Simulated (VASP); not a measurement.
Input:

```
Cu2O
1.0
    4.36335     0.00000     0.00000
    0.00000     4.36335     0.00000
    0.00000     0.00000     4.36335
Cu O
4 2
Direct
  0.75000   0.25000   0.75000
  0.25000   0.75000   0.75000
  0.75000   0.75000   0.25000
  0.25000   0.25000   0.25000
  0.00000   0.00000   0.00000
  0.50000   0.50000   0.50000
```

Computed with RPBE GGA, VASP's PBE PAW potentials (set 64) (plane waves; VASP 6.6.1). Numerical set-up: 520 eV cut-off, 5×5×5 Γ-centred mesh, Gaussian smearing of 0.050 eV, potentials Cu O.

Question: What does the run give for the energy per atom (σ→0), band gap (on the k-mesh) with the smallest direct gap where there is one?

Answer: 
```yaml
band gap (on the k-mesh): 0.40 eV
smallest direct gap (on the k-mesh): 0.40 eV
energy per atom (σ→0): -4.128 eV/atom
```

Only differences to runs with the same potentials and settings are physical.

The compound is Cu2O in the cuprite structure. It was relaxed first, which changed the volume by +7 %. The start is the result of an earlier pass.
